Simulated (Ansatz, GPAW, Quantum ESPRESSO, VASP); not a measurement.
NaMgF3 (Pm-3m, 5 atoms in the cell) computed with different codes at matched settings

Self-consistent single point.

```
CELL_PARAMETERS angstrom
      4.01998     0.00000     0.00000
      0.00000     4.01998     0.00000
      0.00000     0.00000     4.01998
ATOMIC_POSITIONS crystal
  Na 0.00000 0.00000 0.00000
  Mg 0.50000 0.50000 0.50000
  F  0.50000 0.50000 0.00000
  F  0.00000 0.50000 0.50000
  F  0.50000 0.00000 0.50000
```

Shared settings, as Ansatz (an electronic-structure program) writes them: kpoints.mp_grid.grid = 4 4 4; scf.occupations.method = fixed. Potentials and cutoffs stand in the table.

```json
[
 {"code": "GPAW", "model": "PBEsol, GPAW PAW datasets PBEsol (made by gpaw-setup)", "pressure (GPa)": "–", "gap on the mesh (eV)": "5.607", "cutoff": "900 eV"},
 {"code": "Quantum ESPRESSO", "model": "PBEsol, GBRV 1.5 ultrasoft (PBESOL) pseudopotentials", "pressure (GPa)": "-5.56", "gap on the mesh (eV)": "5.606", "cutoff": "40 Ry"},
 {"code": "VASP", "model": "PBEsol, VASP's PBE PAW potentials (set 64)", "pressure (GPa)": "-14.15", "gap on the mesh (eV)": "–", "cutoff": "400 eV"},
 {"code": "Ansatz", "model": "PBEsol, default PAW files made with PBE", "pressure (GPa)": "-5.82", "gap on the mesh (eV)": "5.616", "cutoff": "30.9 Ry"}
]
```

A dash marks a value that a program does not give, or that is left out as unsure.

No gap is tabulated for VASP: it is not read from that output, or partly filled or unconverged empty levels leave it unsure.

Gaps are read on the mesh.

The spread over the programs that give each value: pressure within 8.59 GPa; gap on the mesh within 0.010 eV.

Ansatz's pressure is given at a fixed set of plane waves, as the other plane-wave codes print theirs; with its correction for the finite basis it is -5.25 GPa (the shift of 0.57 GPa shows how far the cutoff is from converged). The pressure of GPAW is left out: its cutoff lies under the one at which its stress was checked. In the pressure, VASP (by 8.33) lies more than 1 GPa from the median of the plane-wave programs.

On the base mesh (8 8 8) the same programs gave: Quantum ESPRESSO pressure -5.56 GPa, gap on the mesh 5.606 eV; GPAW gap on the mesh 5.607 eV; Ansatz pressure -5.80 GPa, gap on the mesh 5.616 eV; VASP pressure -14.02 GPa.

VASP's run is marked for a possible Pulay error in its stress at this cutoff; no cutoff test was made.

VASP ran the fixed occupations as a Gaussian smearing of 0.01 eV.

The starting cell comes from a database of computed structures (which also holds hypothetical and non-ambient phases and stackings), without a prior relaxation at this level. Its lattice was rescaled by a random factor within 2.5 % of one.

Left out of this page: ABINIT, FLEUR and SIESTA (not drawn, or without a comparable value); CP2K (on another mesh); Elk (unsound by tests on forces, stress, charge or solver warnings).

Keys are those of Ansatz 0.2.
